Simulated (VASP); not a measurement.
```
ZrO2
1.0
    0.00000     2.53387     2.53387
    2.53387     0.00000     2.53387
    2.53387     2.53387     0.00000
Zr O
1 2
Direct
  0.00000   0.00000   0.00000
  0.25000   0.25000   0.25000
  0.75000   0.75000   0.75000
```

These are AM05 GGA, VASP's PBE PAW potentials (set 64) (plane waves; VASP) values and carry that method's errors. Run with 520 eV cut-off, Gaussian smearing of 0.050 eV, potentials Zr_sv O.

Task: What does the run give for the band gap (along the path) with the smallest direct gap where there is one?

Result: 
The band gap (along the path) is 3.32 eV. The smallest direct gap (along the path) is 3.79 eV.

The compound is ZrO2 in the fluorite structure, the high-temperature cubic form, which is unstable at 0 K; the monoclinic form is the stable one. It was relaxed first.
